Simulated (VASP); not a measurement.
Here is the system:

```
CELL_PARAMETERS angstrom
     -2.78816     2.78816     2.78816
      2.78816    -2.78816     2.78816
      2.78816     2.78816    -2.78816
ATOMIC_POSITIONS crystal
  Rb 0.00000 0.00000 0.00000
```

All values below come from PBEsol GGA, VASP's PBE PAW potentials (set 64) (plane waves; VASP 6.6.1). Numerical set-up: 480 eV cut-off, 8×8×8 Γ-centred mesh, first-order Methfessel-Paxton smearing of 0.10 eV, potentials Rb_sv.

Estimate the energy per atom (σ→0), band gap (on the k-mesh) with the smallest direct gap where there is one.

```
Property                                                     Value
------------------------  ----------------------------------------
band gap (on the k-mesh)  none (metal, semimetal or under 0.01 eV)
energy per atom (σ→0)                               -1.017 eV/atom
```

The compound is Rb in the bcc structure. It was relaxed first. The start is the result of an earlier pass.
